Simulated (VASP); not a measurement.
A VASP calculation is set up with these files.

### KPOINTS
```
Automatic mesh
0
Gamma
 5 5 5
```

**INCAR**
```
# general
SYSTEM    = ZnCr3C
PREC      = Accurate
ENCUT     = 520
LREAL     = .FALSE.
LASPH     = .TRUE.

# electronic loop
EDIFF     = 1E-6
NELM      = 100
ALGO      = Normal   # blocked Davidson
LMAXMIX   = 4

# smearing
ISMEAR    = 0   # Gaussian
SIGMA     = 0.05

# functional
GGA       = PE

# spin
ISPIN     = 2   # spin-polarised
MAGMOM    = 0.0 0.0 3.0 3.0 3.0

# DFT+U
LDAU      = .TRUE.
LDAUTYPE  = 2
LDAUL     = 2 -1 2
LDAUU     = 2.0 0 2.0
LDAUJ     = 0 0 0
LDAUPRINT = 1

# ions
ISIF      = 2   # forces and stress, cell fixed

# output
LWAVE     = .FALSE.
LCHARG    = .FALSE.
LORBIT    = 10
```

POSCAR:
```
ZnCr3C
1
    3.9941610000     0.0000000000     0.0000000000
    0.0000000000     3.9941610000     0.0000000000
    0.0000000000     0.0000000000     3.9941610000
Zn C Cr
1 1 3
Direct
  0.0000000000   0.0000000000   0.0000000000
  0.5000000000   0.5000000000   0.5000000000
  0.0000000000   0.5000000000   0.5000000000
  0.5000000000   0.5000000000   0.0000000000
  0.5000000000   0.0000000000   0.5000000000
```

POTCAR, in this order: Zn C Cr_pv (PBE.64 set). Program: vasp_std.

Translate this PBE+U calculation to Ansatz.

One equivalent input (not run):
Ansatz 0.2 input:
```yaml
crystal:
  lattice:
    - [3.9941610, 0.0000000, 0.0000000]
    - [0.0000000, 3.9941610, 0.0000000]
    - [0.0000000, 0.0000000, 3.9941610]
  atoms:
    - { symbol: Zn, position: [0.0000000, 0.0000000, 0.0000000] }
    - { symbol: C, position: [0.5000000, 0.5000000, 0.5000000] }
    - { symbol: Cr, position: [0.0000000, 0.5000000, 0.5000000], spin: 3 }
    - { symbol: Cr, position: [0.5000000, 0.5000000, 0.0000000], spin: 3 }
    - { symbol: Cr, position: [0.5000000, 0.0000000, 0.5000000], spin: 3 }
kpoints:
  mp_grid: { grid: [5, 5, 5] }
hamiltonian:
  xc: pbe
  pseudopotentials: { kind: paw }
  hubbard:
    sites:
      - { species: Zn, l: d, u_eff: 2 }
      - { species: Cr, l: d, u_eff: 2 }
magnetization: { spin_polarized: true }
scf:
  occupations: { method: gaussian, width: 0.05 }
  max_iter: 100
output: { forces: true, stress: true, eigenvalues: true }
```
What does not carry over: each code has its own PAW files, so the cut-off isn't converted (ENCUT is set for VASP's; basis.ecutwfc is left out, and Ansatz then takes the one that its files recommend); Ansatz stops its SCF on the density residual and VASP on the energy change (EDIFF); the +U projectors differ, so the same U acts differently.

The structure was generated: ZnCr3C was put into the cubic-perovskite type (Pm-3m), which need not be its known phase. The cell was not relaxed at this level. The k-mesh is coarse (spacing up to 0.31 per Å, 2π included), so the numbers may not be converged in it. The run is one of a series of settings (LDAU = .TRUE., LDAUJ = 0 0 0, LDAUL = 2 -1 2, LDAUTYPE = 2, LDAUU = 2.0 0 2.0 against the base run), some of them coarse on purpose.
